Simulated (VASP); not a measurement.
Write the native input for VASP 6.6.1 that does the following.

```yaml
Task: single point
Functional: r2SCAN
Potentials_or_basis: VASP PAW PBE potentials, release 64 (C, Zn)
Cutoff: 520 eV
k_mesh: 6 × 6 × 6
Occupations: fermi-dirac, width 0.02 eV
Spin: no spin polarisation
Dipole_correction: no
Further_INCAR_settings: ALGO = Normal; EDIFF = 1e-06; NBANDS = 21
```

Crystal: Zn2C.

```
C Zn
1.0
     0.00000    2.57795    2.57795
     2.57795    0.00000    2.57795
     2.57795    2.57795    0.00000
C Zn
1 2
Direct
  0.00000 0.00000 0.00000
  0.25000 0.25000 0.25000
  0.75000 0.75000 0.75000
```

The cell was built by a generator and needn't be a form met in nature.

One way to write it, as run:

POSCAR

```
Zn2C
1.0
    0.0000000000      2.5779490272      2.5779490272
    2.5779490272      0.0000000000      2.5779490272
    2.5779490272      2.5779490272      0.0000000000
C Zn
1 2
Direct
    0.0000000000      0.0000000000      0.0000000000
    0.2500000000      0.2500000000      0.2500000000
    0.7500000000      0.7500000000      0.7500000000
```

INCAR.step1

```
  ALGO = Normal
  EDIFF = 1E-4
  ENCUT = 520
  GGA = PE
  ISMEAR = -1
  LASPH = T
  LCHARG = F
  LREAL = F
  LWAVE = T
  NBANDS = 21
  NELM = 100
  PREC = Accurate
  SIGMA = 0.02
```

INCAR.step2

```
  ALGO = Normal
  EDIFF = 1E-6
  ENCUT = 520
  ISIF = 2
  ISMEAR = -1
  ISTART = 1
  LASPH = T
  LCHARG = T
  LELF = T
  LMIXTAU = T
  LREAL = F
  LVHAR = T
  LWAVE = F
  METAGGA = R2SCAN
  NBANDS = 21
  NELM = 100
  PREC = Accurate
  SIGMA = 0.02
```

KPOINTS

```
k-points
0
Gamma
  6 6 6
```

Potentials or basis: VASP PAW PBE potentials, release 64 (C, Zn).

Command:

```console
$ cat potpaw_PBE.64/C/POTCAR potpaw_PBE.64/Zn/POTCAR > POTCAR
$ cp INCAR.step1 INCAR
$ mpirun -np 1 vasp_std > vasp.out
$ cp INCAR.step2 INCAR
$ mpirun -np 1 vasp_std > vasp.out
```

Results of the run:

* Pressure: 0.5 GPa
* Band gap on the k mesh: 0.12 eV, direct

Caveat: the PAW data sets were made with another functional, which shifts forces and pressure a little.

Run time: 60 s on 1 thread of Intel(R) Xeon(R) Platinum 8488C (Sapphire Rapids), on a shared host, peak memory 0.16 GiB.
